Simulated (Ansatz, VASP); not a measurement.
## Al (Al(100)) in two plane-wave programs

Wanted: the spread between two codes on one cell, functional and k mesh. The structure shown is the start of the Ansatz relaxation below; VASP solves that cell, so the two are compared at the walk's first step.

Calculated with Ansatz 0.2.0; plane waves, with VASP 6.6.1 beside it; single point at LDA.

## 1. The starting structure

The cell holds 4 atoms: 4 Al. Its edges and angles: a = 2.864 Å, b = 2.864 Å, c = 24.075 Å, α = 90.0°, β = 90.0°, γ = 90.0°. Vacuum lies along c.

## 2. Ansatz: relaxation, LDA

Ansatz runs on its default PAW (the set named soft_2) files.

The two programs are compared at the cell with which this relaxation starts, whose forces are those of its first step.

Input file input.yaml:

```yaml
crystal:
  lattice:
    - [2.8637824638, 0.0, 0.0]
    - [0.0, 2.8637824638, 0.0]
    - [0.0, 0.0, 24.075]
  atoms:
    - { symbol: Al, position: [0.5, 0.5, 0.3738317757] }
    - { symbol: Al, position: [0.0, 0.0, 0.4579439252] }
    - { symbol: Al, position: [0.5, 0.5, 0.5420560748] }
    - { symbol: Al, position: [0.0, 0.0, 0.6261682243] }
kpoints:
  mp_grid: { grid: [10, 10, 1] }
hamiltonian:
  xc: lda
scf:
  occupations: { method: fermi_dirac, width: 0.1 }
  convergence: { dr2_threshold: 1.0e-08 }
efield:
  axis: 3
  dipole_correction: true
  ramp_position: 0.97
  ramp_width: 0.06
relax:
  f_tol: 0.02
  max_steps: 60
  constraints: [{ sites: [0, 1] }]
output:
  write_potential: true
  write_density: true
  volumetric_format: npy
```

The run is started by

```console
> ansatz run input.yaml --threads 2 --pin off --max-ram 3072MiB --backend cpu --events-out ev --progress --plain --runs-dir out
```

Numbers of over 12 decimals in the logs are rounded to 6 here.

The program printed:

```text
Engine: ansatz 0.2.0, aarch64-unknown-linux-gnu
Pseudopotentials: kind: paw
Pseudopotential: Al, paw, valence charge 3, recommended cutoff 420 eV (normal), Al.paw.azcp
Functional definition: SPW92
  exchange = slater_x
  correlation = pw_c
Crystal: 4 atoms, lattice volume = 197.445 Å³
Basis set: ecut = 420 eV, 3877 PW (Γ)
Bands: 10, of which v1, the nominal top of the filled ones, is band 6 counted from 1 (5 counted from 0)
Symmetry: 8 space group operations
k-points: 21 of 100
Non-local potential: Al, projectors of the file, l = 0: 2, l = 1: 2, l = 2: 1
PAW form: soft (Blöchl's): semilocal exchange-correlation on the pseudo side does not see the compensation charge
PAW frozen core: Al, regenerated for the run's functional, and the local potential with it (the file was generated under x = pbe(κ = 0.804, μ = 0.219515), c = pbe(β = 0.066725))
PAW one-centre angular grid: Al, 110 points (default); XC on 64 Gauss nodes
Initial density: superposition of atomic densities (neutral atoms: chi_scale 0, normalization atom), corrected by the library's trained network
Initial wavefunctions: pseudopotential atomic-orbital guess
Functional: x = slater, c = lda
SCF iter   1: F=—  HF=-2050.324683 eV  |F-HF|=—  |Δ(HF+E_count)|=         —  Δρ=2.12e-3  dr2=1.22e-2  ethr=1.77e-3  p=0.000 e·Å  D=4.85e-14 V/Å  ΔV_dip=-0.00 eV  dr2_dipole=1.69e-8  V_vac-E_F(+/−)=4.39/4.39 eV  ⟨swp⟩=8.0  Hψ=1861  notcnv=0
efield: sawtooth ramp at fractional position 0.9700 (set: `efield.ramp_position`, or a place that a band, a saddle search or an elastic batch's reference lends), width 0.0600; the density the first Hamiltonian is built on has a dipole p = 0.000 e·Å; the dipole correction subtracts the counter field D = 4.85e-14 V/Å, which shifts the + side's vacuum level by -0.00 eV against the − side's; the planar-averaged density in the ramp window peaks in size at 7.4e-6 e/Å³
preconditioner: auto → LDOS  [metal: Δε(μ)=0.079 eV  Ē_g=6.190 eV  σ=0.100 eV  W_gap=0.19  n_scr=12 (ndim 8)  ℏωp=9.2 eV  f_vac=0.539  D(μ)=2.29/eV (n_scr^D=10)  β→1.0]
SCF iter   2: F=—  HF=-2050.321383 eV  |F-HF|=—  |Δ(HF+E_count)|=   3.30e-3  Δρ=5.23e-4  dr2=6.59e-4  ethr=1.01e-4  p=0.000 e·Å  D=2.45e-5 V/Å  ΔV_dip=-0.00 eV  dr2_dipole=2.43e-8  V_vac-E_F(+/−)=4.50/4.50 eV  ⟨swp⟩=2.4  Hψ=517  notcnv=0
SCF iter   3: F=—  HF=-2050.321613 eV  |F-HF|=—  |Δ(HF+E_count)|=   2.31e-4  Δρ=1.70e-4  dr2=2.01e-4  ethr=5.49e-6  p=0.000 e·Å  D=2.95e-6 V/Å  ΔV_dip=-0.00 eV  dr2_dipole=8.56e-10  V_vac-E_F(+/−)=4.51/4.51 eV  ⟨swp⟩=2.3  Hψ=357  notcnv=0
SCF iter   4: F=—  HF=-2050.321595 eV  |F-HF|=—  |Δ(HF+E_count)|=   1.85e-5  Δρ=4.08e-5  dr2=8.44e-6  ethr=1.68e-6  p=0.000 e·Å  D=2.50e-7 V/Å  ΔV_dip=-0.00 eV  dr2_dipole=1.17e-10  V_vac-E_F(+/−)=4.50/4.50 eV  ⟨swp⟩=2.1  Hψ=328  notcnv=0
SCF iter   5: F=—  HF=-2050.321595 eV  |F-HF|=—  |Δ(HF+E_count)|=   2.20e-7  Δρ=9.42e-6  dr2=5.25e-7  ethr=7.03e-8  p=-0.000 e·Å  D=-1.24e-7 V/Å  ΔV_dip=0.00 eV  dr2_dipole=3.92e-12  V_vac-E_F(+/−)=4.50/4.50 eV  ⟨swp⟩=2.5  Hψ=344  notcnv=0
SCF iter   6: F=-2050.321595 eV  HF=-2050.321595 eV  |F-HF|=1.13e-8  |Δ(HF+E_count)|=   9.66e-8  Δρ=1.69e-6  dr2=9.82e-9  ethr=8.33e-11  p=-0.000 e·Å  D=-1.75e-7 V/Å  ΔV_dip=0.00 eV  dr2_dipole=1.53e-14  V_vac-E_F(+/−)=4.50/4.50 eV  ⟨swp⟩=8.7  Hψ=1665  notcnv=0
SCF 1 converged in 6 iterations: F = -2050.321595 eV  dr2 = 9.82e-9
  greatest PAW one-centre occupation: 0.488 electrons in one spin orbital (limit 2), on the Al atom at site 3 (counted from 0), in its partial waves of l = 0
relax step   1: F+E_penalty+E_count = -2050.32159524 eV  Δ(F+E_penalty+E_count) = +0.000e0 eV  max|allowed force component| = 1.003e-1 eV/Å  Δτ_max = 0.0000 Å  (6 SCF iters, accepted)
[...]
relax step   2: F+E_penalty+E_count = -2050.32380041 eV  Δ(F+E_penalty+E_count) = -2.205e-3 eV  max|allowed force component| = 2.091e-2 eV/Å  Δτ_max = 0.0554 Å  (7 SCF iters, accepted)
[...]
relax step   3: F+E_penalty+E_count = -2050.32395576 eV  Δ(F+E_penalty+E_count) = -1.554e-4 eV  max|allowed force component| = 2.590e-3 eV/Å  Δτ_max = 0.0135 Å  (6 SCF iters, accepted)
NSCF: frozen V_eff on 21 k-points
the search or the solves at the SCF's close seem to have found levels that the self-consistency loop had missed (the run counts 1). By its estimate they hold under 1e-12 electrons; where the run keeps them, the occupations were computed again with them
WARN: The output density's exchange-correlation potential varies sharply where the density is thin. Do not read a vacuum level from v_tot or v_xc, or from such a field of the output density. On a cell that repeats whose density bears no net charge and no dipole along the vacuum's axis use v_es (v_loc + v_h of the components); under efield.dipole_correction with no amplitude use v_es + v_field, which holds any externa [...]
SCF converged after 6 iterations
Free energy (F): -2050.323956 eV
Harris-Foulkes:  -2050.323956 eV  (|F-HF|=4.83e-10)
Internal energy: -2050.251519 eV  (E = F + TS)
E sigma→0 (E₀):  -2050.287737 eV
Entropy (-TS):   -0.072437 eV (-18.109 meV/atom)
Fermi energy:    -0.334433 eV
Dipole field:    D = 0.000034 V/Å  (p = 0.000037 e·Å, saw-weighted, corrected)
Work function:   Φ+ = 4.4898 eV   Φ− = 4.4906 eV
Levels:          The Fermi level and band energies are counted from a zero that moves with the ramp; work functions are not
--- Per-component energies (eV) ---
  E_band       = -52.449119
  E_kinetic    = 85.882057
  E_local      = -2744.695559  (includes V_loc(G=0)·N_el)
  E_nonlocal   = 44.398260
  E_hartree    = 1345.267573
  E_xc         = -154.038331
  E_vxc        = -112.894615  (∫ρ·V_xc dr)
  E_paw        = -1772.672843  (= ΣΔE_a)
  E_vpaw       = -15.674268  (= ΣTr[D̂ρ^β])
  E_aug_tail   = -0.000015  (compensation charges beyond the density's cutoff)
  E_efield     = 0.000000  (sawtooth field / dipole correction)
  E_vefield    = -0.000008  (∫n·V_field dr)
  E_ewald      = 1145.384473
  E_core_change = 0.222866  (= ΣΔE_core)
  E_smearing   = -0.072437  (= −TS)
  E_closure    = 0.000000  (closes the sum)
  Σ components = -2050.323956   (vs F -2050.323956, Δ=0.00e0)
--- Forces (eV/Å), atoms counted from 1 ---
  atom   1  Al    -0.00000000     0.00000000    -0.00428680
  atom   2  Al    -0.00000000     0.00000000     0.00112370
  atom   3  Al    -0.00000000     0.00000000     0.00258959
  atom   4  Al     0.00000000     0.00000000     0.00052684
  max |Σ_I F_I| component: 4.67e-5 eV/Å
--- Band table (eV; the first three rows and the last of 21) ---
  k-point 0: bands = ["-10.8948", "-9.5510", "-7.3852", "-4.6116", "-2.2772", "1.0739", "3.1351", "4.1154", "4.3319", "5.3954"]
  k-point 1: bands = ["-10.7154", "-9.3730", "-7.2091", "-4.4364", "-2.1105", "1.2368", "2.8673", "3.3067", "4.0833", "4.2956"]
  k-point 2: bands = ["-10.1785", "-8.8404", "-6.6824", "-3.9131", "-1.6135", "0.1226", "1.3941", "1.7719", "3.4784", "3.8528"]
  k-point 20: bands = ["-2.7522", "-2.7522", "-1.5199", "-1.5199", "-1.4787", "-1.4776", "-0.0990", "-0.0981", "0.5185", "0.5185"]
--- Relaxed structure (3 steps of the walk, 3 accepted, 0 SCFs on fresh bases) ---
  F+E_penalty+E_count = -2050.32395576 eV   max|allowed force component| = 2.590e-3 eV/Å
  atoms:
    - { symbol: Al, position: [0.5, 0.5, 0.373832] }
    - { symbol: Al, position: [0.0, 0.0, 0.457944] }
    - { symbol: Al, position: [0.5, 0.5, 0.543747] }
    - { symbol: Al, position: [0, 0.0, 0.627910] }
```

In the SCF lines HF is the Harris–Foulkes energy and dr2 the Hartree energy of the density residual, in eV; the loop may stop once dr2 is under the threshold and the program's other checks hold. Hψ counts applications of the Hamiltonian.

## 3. VASP: single point, LDA, start cell

The same cell, functional (in two slightly different forms), mesh and smearing now go to VASP, with its own data sets.

Lines of VASP's logs that name or quote its potential files are left out, and so is its time.

Input file INCAR:

```
SYSTEM = Al
PREC = Accurate
ENCUT = 400
EDIFF = 1E-06
NELM = 120
ISMEAR = -1
SIGMA = 0.1
LREAL = .FALSE.
ALGO = Normal
GGA = CA
NBANDS = 12
LORBIT = 11
LWAVE = .FALSE.
LCHARG = .FALSE.
ISIF = 2
LDIPOL = .TRUE.
IDIPOL = 3
DIPOL = 0.5 0.5 0.5
LVHAR = .TRUE.
LASPH = .TRUE.
GGA_COMPAT = .FALSE.
NELMDL = -8
```

Input file POSCAR:

```
Al
1.0
    2.8637824638      0.0000000000      0.0000000000
    0.0000000000      2.8637824638      0.0000000000
    0.0000000000      0.0000000000     24.0750000000
Al
4
Direct
    0.4999999190      0.4999999190      0.3738317757
    0.0000000000      0.0000000000      0.4579439252
    0.4999999190      0.4999999190      0.5420560748
    0.0000000000      0.0000000000      0.6261682243
```

Input file KPOINTS:

```
Automatic mesh
0
Gamma
10 10 1
0 0 0
```

PAW data sets: Al (LDA family, release 64).

The run is started by

```console
> mpirun -np 1 vasp_std
```

The program printed:

```text
[banner, memory and clock lines left out]
running    1 mpi-ranks, on    1 nodes
 distrk:  each k-point on    1 cores,    1 groups
 distr:  one band on    1 cores,    1 groups

 POSCAR found type information on POSCAR Al
 POSCAR found :  1 types and       4 ions
 LDA part: xc-table for (Slater(with rela. corr.)+CA(PZ))
 , standard interpolation
 POSCAR, INCAR and KPOINTS ok, starting setup
 FFT: planning ... GRIDC
 FFT: planning ... GRID_SOFT
 FFT: planning ... GRID
 WAVECAR not read
 entering main loop
       N       E                     dE             d eps       ncg     rms          rms(c)
DAV:   1     0.279883342856E+02    0.27988E+02   -0.33957E+03   504   0.571E+02
DAV:   2    -0.143099907237E+02   -0.42298E+02   -0.39563E+02   736   0.101E+02
DAV:   3    -0.161585501731E+02   -0.18486E+01   -0.18009E+01   672   0.211E+01
DAV:   4    -0.162135611028E+02   -0.55011E-01   -0.54962E-01   740   0.485E+00
DAV:   5    -0.162168763677E+02   -0.33153E-02   -0.33151E-02   808   0.105E+00
DAV:   6    -0.162169753749E+02   -0.99007E-04   -0.99002E-04   816   0.148E-01
DAV:   7    -0.162169789071E+02   -0.35322E-05   -0.35321E-05   788   0.218E-02
DAV:   8    -0.162169790150E+02   -0.10789E-06   -0.10788E-06   588   0.361E-03    0.293E+00
DAV:   9    -0.156851716923E+02    0.53181E+00   -0.20799E+00   532   0.548E+00    0.163E+00
DAV:  10    -0.156080979926E+02    0.77074E-01   -0.24929E-01   576   0.241E+00    0.877E-01
DAV:  11    -0.155788142561E+02    0.29284E-01   -0.84603E-02   624   0.129E+00    0.254E-01
DAV:  12    -0.155769884413E+02    0.18258E-02   -0.12690E-02   604   0.578E-01    0.156E-01
DAV:  13    -0.155756200453E+02    0.13684E-02   -0.30773E-03   616   0.277E-01    0.595E-02
DAV:  14    -0.155755337197E+02    0.86326E-04   -0.10659E-03   616   0.154E-01    0.342E-02
[...]
DAV:  18    -0.155770121304E+02   -0.11526E-03   -0.14780E-05   568   0.158E-02    0.554E-03
DAV:  19    -0.155770299681E+02   -0.17838E-04   -0.25819E-06   560   0.629E-03    0.211E-03
DAV:  20    -0.155770458000E+02   -0.15832E-04   -0.30514E-06   524   0.520E-03    0.113E-03
DAV:  21    -0.155770514730E+02   -0.56731E-05   -0.18637E-07   408   0.186E-03    0.679E-04
DAV:  22    -0.155770660565E+02   -0.14583E-04   -0.11518E-06   456   0.227E-03    0.294E-04
DAV:  23    -0.155770684979E+02   -0.24414E-05   -0.53117E-08   412   0.740E-04    0.325E-04
DAV:  24    -0.155770697807E+02   -0.12828E-05   -0.40824E-08   368   0.581E-04    0.864E-05
DAV:  25    -0.155770699138E+02   -0.13307E-06   -0.44024E-09   420   0.258E-04
   1 F= -.15577070E+02 E0= -.15539766E+02  d E =-.746083E-01
```

Parts of OUTCAR (step 3):

```text
ion  position               nearest neighbor table
   1  0.500  0.500  0.374-   2 2.86   2 2.86   2 2.86   2 2.86
   2  0.000  0.000  0.458-   1 2.86   3 2.86   1 2.86   1 2.86   3 2.86   3 2.86   1 2.86   3 2.86

  LATTYP: Found a simple tetragonal cell.
 ALAT       =     2.8637824638
 C/A-ratio  =     8.4067139541

 Subroutine GETGRP returns: Found 16 space group operations
 (whereof  8 operations were pure point group operations)

The static configuration has the point symmetry C_4v.
 The point group associated with its full space group is D_4h.

 Found     21 irreducible k-points:

   k-points           NKPTS =     21   k-points in BZ     NKDIM =     21   number of bands    NBANDS=     12

   dimension x,y,z NGX =    20 NGY =   20 NGZ =  160
   dimension x,y,z NGXF=    40 NGYF=   40 NGZF=  320

   ENCUT  =  400.0 eV  29.40 Ry    5.42 a.u.   4.67  4.67 39.26*2*pi/ulx,y,z

   NELECT =      12.0000    total number of electrons

 k-points in reciprocal lattice and weights: Automatic mesh
   0.00000000  0.00000000  0.00000000       0.010
   0.10000000  0.00000000  0.00000000       0.040
   0.20000000  0.00000000  0.00000000       0.040
   0.30000000  0.00000000  0.00000000       0.040
   0.40000000  0.00000000  0.00000000       0.040
   0.50000000  0.00000000  0.00000000       0.020
   0.10000000  0.10000000  0.00000000       0.040
   0.20000000  0.10000000  0.00000000       0.080
   0.30000000  0.10000000  0.00000000       0.080
[...]
0.50000000  0.40000000  0.00000000       0.040
   0.50000000  0.50000000  0.00000000       0.010

 dipolmoment           0.000000      0.000000     -0.000000 electrons x Angstroem

 average (electrostatic) potential at core
       1 -79.0072       2 -79.0949       3 -79.0949       4 -79.0072

 E-fermi :  -0.3281

 k-point     1 :       0.0000    0.0000    0.0000
  band No.  band energies     occupation
      1     -10.9571      2.00000
      2      -9.5395      2.00000
      3      -7.3969      2.00000
      4      -4.5771      2.00000
      5      -2.2495      2.00000
      6       1.1450      0.00000
      7       3.1779      0.00000
      8       4.1599      0.00000
      9       4.3822      0.00000
     10       5.3716      0.00000
    ...

 k-point     2 :       0.1000    0.0000    0.0000
  band No.  band energies     occupation
      1     -10.7776      2.00000
      2      -9.3615      2.00000
      3      -7.2208      2.00000
      4      -4.4021      2.00000
      5      -2.0829      2.00000
      6       1.3060      0.00000
      7       2.8137      0.00000
      8       3.3501      0.00000
      9       4.1095      0.00000
     10       4.3405      0.00000
    ...

 k-point     3 :       0.2000    0.0000    0.0000
  band No.  band energies     occupation
      1     -10.2407      2.00000
      2      -8.8289      2.00000
      3      -6.6943      2.00000
      4      -3.8793      2.00000
      5      -1.5858      1.99999
      6       0.0621      0.03960
      7       1.4132      0.00000
      8       1.8459      0.00000
      9       3.4699      0.00000
     10       3.8954      0.00000
    ...

  Total       -3.4727798     -3.4727798      0.2915758      0.0000000      0.0000000      0.0000000
  in kB      -28.1800318    -28.1800318      2.3660050      0.0000000      0.0000000      0.0000000
  external PRESSURE =     -17.9980196 kB  Pullay stress =       0.0000000 kB

  energy-cutoff  :      400.00
  volume of cell :      197.45
      direct lattice vectors                 reciprocal lattice vectors
     2.863782464  0.000000000  0.000000000     0.349188534  0.000000000  0.000000000
     0.000000000  2.863782464  0.000000000     0.000000000  0.349188534  0.000000000
     0.000000000  0.000000000 24.075000000     0.000000000  0.000000000  0.041536864

 POSITION                                       TOTAL-FORCE (eV/Angst)
 -----------------------------------------------------------------------------------
      1.43189      1.43189      9.00000         0.000000     -0.000000     -0.015666
      0.00000      0.00000     11.02500         0.000000      0.000000     -0.100799
      1.43189      1.43189     13.05000         0.000000     -0.000000      0.100799
      0.00000      0.00000     15.07500         0.000000      0.000000      0.015666
 -----------------------------------------------------------------------------------
    total drift:                               -0.000007     -0.000007      0.000007

  FREE ENERGIE OF THE ION-ELECTRON SYSTEM (eV)
  ---------------------------------------------------
  free  energy   TOTEN  =       -15.5770699138 eV

  energy  without entropy=      -15.5024615657  energy(sigma->0) =      -15.53976574

 vacuum level on the upper side and lower side of the slab         4.179         4.179

 total charge
# of ion       s       p       d       tot
------------------------------------------
    1        0.481   0.299   0.000   0.780
    2        0.442   0.344   0.000   0.785
    3        0.442   0.344   0.000   0.785
    4        0.481   0.299   0.000   0.780
--------------------------------------------------
tot          1.846   1.285   0.000   3.131

[... 3 further parts left out ...]
```

## 4. Comparison

Known differences besides the potentials themselves: the two LDA forms differ slightly; the cutoff is 420 eV in Ansatz and 400 eV in VASP; VASP's log shows a relativistic correction to its local exchange, Ansatz's none. Total energies have different zeros and are not compared.

Forces (eV/Å; atoms numbered as in POSCAR):

| atom | Ansatz x, y, z | VASP x, y, z |
| --- | --- | --- |
| Al1 | 0.000, 0.000, -0.012 | 0.000, 0.000, -0.016 |
| Al2 | 0.000, 0.000, -0.100 | 0.000, 0.000, -0.101 |
| Al3 | 0.000, 0.000, 0.100 | 0.000, 0.000, 0.101 |
| Al4 | 0.000, 0.000, 0.012 | 0.000, 0.000, 0.016 |

The forces differ by 1.6 meV/Å r.m.s., which is 3.8 % of the r.m.s. force of 0.042 eV/Å (both taken over all components). With vacuum in the cell, a pressure given here is an average over mostly empty space and none of the material.

## 5. What came out

| Quantity | Value |
| --- | --- |
| r.m.s. force difference (single point, LDA, start cell) | 1.6 meV/Å |

In words: The r.m.s. force difference is 1.6 meV/Å (single point, LDA, start cell), within the 12 meV/Å picked in this series as the mark of a large difference. 1 further run of this series is not shown here. Such differences can come from data sets, numerical settings and the points named under the comparisons, not from the functional's error against experiment.

[Lines on the potential files, build, host, timing and source positions are cut from VASP's logs without a mark.]

[Logs are printed without paths, hosts, clocks, repeated set-up lines and the standing remarks that a program may print on its own settings, such as how far it seeks lower states.]

[Hosts, paths, dates, database ids (printed as entryN), source tags and the programs' standing remarks are cut or masked in the printed files.]
